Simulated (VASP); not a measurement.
# ErSi (space group Pnma): computed properties

Computed with r2SCAN meta-GGA, VASP's PBE PAW potentials (set 64) (plane waves; VASP).

```json
{
 "space_group": "Pnma (62)",
 "cell": "a = 7.8117 Å, b = 3.7985 Å, c = 5.6118 Å, α = β = γ = 90.00°",
 "volume_per_atom": "20.81 Å³/atom",
 "band gap (over mesh and band path)": "none (metal, semimetal or under 0.01 eV)",
 "density": "7.79 g/cm³"
}
```

```
ErSi
1.0
    7.81165     0.00000     0.00000
    0.00000     3.79847     0.00000
    0.00000     0.00000     5.61184
Er Si
4 4
Cartesian
  5.31031   0.94962   4.96513
  2.50134   2.84885   0.64671
  6.40717   2.84885   2.15921
  1.40449   0.94962   3.45262
  4.20684   0.94962   2.07643
  3.60482   2.84885   3.53540
  7.51065   2.84885   4.88235
  0.30101   0.94962   0.72949
```

The 4f electrons are frozen in the core of the lanthanide potential, so 4f levels, which can set the real gap, and their magnetism are missing.

The structure comes from a computed database's ErSi entry (Pnma); how it stands against other phases isn't given here. It was relaxed first. Symmetry was kept, so distortions that lower it aren't found.
